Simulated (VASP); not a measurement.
Elastic constants (GPa) of a crystal from PBEsol GGA, VASP's PBE PAW potentials (set 64) (VASP):

|  | xx | yy | zz | yz | xz | xy |
|---|---|---|---|---|---|---|
| xx | 104.4 | 21.2 | 21.2 | 0.0 | 0.0 | 0.0 |
| yy | 21.2 | 104.4 | 21.2 | 0.0 | 0.0 | 0.0 |
| zz | 21.2 | 21.2 | 104.4 | 0.0 | 0.0 | 0.0 |
| yz | 0.0 | 0.0 | 0.0 | 27.3 | 0.0 | 0.0 |
| xz | 0.0 | 0.0 | 0.0 | 0.0 | 27.3 | 0.0 |
| xy | 0.0 | 0.0 | 0.0 | 0.0 | 0.0 | 27.3 |

Question: Work out the Voigt, Reuss and Hill moduli, Young's modulus and Poisson's ratio.

Answer: All eigenvalues are positive (smallest 27.3 GPa), so the crystal is stable. K_V = (C11+C22+C33+2(C12+C13+C23))/9 = (313.2 + 2×63.6)/9 = 48.9 GPa; G_V = (313.2 − 63.6 + 3×81.9)/15 = 33.0 GPa. From the compliances, K_R = 48.9 GPa and G_R = 31.7 GPa. Hill: K = 48.9 GPa, G = 32.3 GPa, E = 9KG/(3K+G) = 79.5 GPa, ν = (3K−2G)/(2(3K+G)) = 0.229. K/G = 1.51, below Pugh's 1.75; universal anisotropy A^U = 0.22.

Question: With a density of 2.81 g/cm³, what are the mean sound speeds?

Answer: v_l = √((K+4G/3)/ρ) = 5.72 km/s and v_t = √(G/ρ) = 3.39 km/s. The crystal is NaF (rock salt), cubic.

The compound is NaF in the rock salt structure. The cell was not relaxed at this level.
